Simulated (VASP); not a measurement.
Given:

```
CELL_PARAMETERS angstrom
      5.68748     0.00000     0.00000
      0.00000     5.68748     0.00000
      0.00000     0.00000     5.68748
ATOMIC_POSITIONS crystal
  Ru 0.00000 0.50000 0.50000
  Ru 0.50000 0.50000 0.00000
  Ru 0.50000 0.00000 0.50000
  Ru 0.00000 0.00000 0.00000
  S  0.38820 0.11180 0.88820
  S  0.61180 0.88820 0.11180
  S  0.11180 0.88820 0.38820
  S  0.88820 0.11180 0.61180
  S  0.88820 0.38820 0.11180
  S  0.11180 0.61180 0.88820
  S  0.61180 0.61180 0.61180
  S  0.38820 0.38820 0.38820
```

Calculation: HSE06 screened hybrid, VASP's PBE PAW potentials (set 64) (plane waves; VASP). Settings: 300 eV cut-off, 3×3×3 Γ-centred mesh, Gaussian smearing of 0.010 eV, potentials Ru_pv S.

At this cut-off the stress carries a Pulay error, which pulls relaxed volumes low.

Q: Predict the energy per atom (σ→0), pressure, largest force.

A: 
| Item | Value |
|---|---|
| energy per atom (σ→0) | -7.896 eV/atom |
| pressure | -9.29 GPa |
| largest force | 0.468 eV/Å |

The absolute energy has meaning only against runs of the same code, potentials and settings.

The structure comes from a computed database's RuS2 entry; how it stands against other phases isn't given here. The cell was not relaxed at this level.
